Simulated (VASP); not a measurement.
```yaml
crystal:
  lattice:
    - [0.00000, 2.73000, 2.73000]
    - [2.73000, 0.00000, 2.73000]
    - [2.73000, 2.73000, 0.00000]
  atoms:
    - { symbol: Ca, position: [0.00000, 0.00000, 0.00000] }
    - { symbol: F, position: [0.25000, 0.25000, 0.25000] }
    - { symbol: F, position: [0.75000, 0.75000, 0.75000] }
```

All values below come from AM05 GGA, VASP's PBE PAW potentials (set 64) (plane waves; VASP). Settings: 520 eV cut-off, Gaussian smearing of 0.050 eV, potentials Ca_sv F.

Task: Give the energies of bands 7 to 15 at the high-symmetry points, in eV from the valence-band maximum.

Result: 
| band | Γ | X | U | L | W |
|---|---|---|---|---|---|
| 7 | -2.14 | -2.73 | -2.46 | -1.53 | -2.28 |
| 8 | -2.14 | -1.66 | -1.74 | -1.53 | -2.14 |
| 9 | -2.14 | -1.66 | -1.51 | -1.30 | -1.05 |
| 10 | -0.26 | -0.37 | -0.65 | -1.24 | -1.05 |
| 11 | -0.26 | -0.37 | -0.45 | -0.84 | -0.29 |
| 12 | -0.26 | 0.00 | -0.10 | -0.84 | -0.09 |
| 13 | 7.34 | 8.13 | 8.38 | 9.36 | 8.45 |
| 14 | 9.13 | 9.48 | 9.67 | 9.36 | 9.73 |
| 15 | 9.13 | 10.06 | 9.79 | 9.72 | 9.90 |

The gap is indirect, 7.34 eV, from the valence maximum at X to the conduction minimum at Γ.

Measured: gap 11.80 eV (computed value off by -4.46 eV), as given by E. Cadelano et al., The European Physical Journal B (2011), arXiv:1107.5962.

The compound is CaF2 in the fluorite structure. The cell was not relaxed at this level.
